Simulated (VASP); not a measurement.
Data:

```
RhGe2
1.0
   -1.68069     1.68069     4.02489
    1.68069    -1.68069     4.02489
    1.68069     1.68069    -4.02489
Rh Ge
1 2
Direct
  0.00000   0.00000   0.00000
  0.33851   0.33851   0.00000
  0.66149   0.66149   0.00000
```

Method: PBEsol GGA, VASP's PBE PAW potentials (set 64) (plane waves; VASP). Run with 400 eV cut-off, Gaussian smearing of 0.050 eV, potentials Rh_pv Ge_d.

Question: What does the run give for the band gap (along the path) with the smallest direct gap where there is one?

Answer: 
```json
{
 "band gap (along the path)": "none (metal, semimetal or under 0.01 eV)"
}
```

The structure was generated: Ge2Rh was put into the MoSi2 type (I4/mmm), which need not be its known phase. It was relaxed first, which changed the volume by +13 %. The electron count is odd and the run is not spin-polarised, which forces a metal.
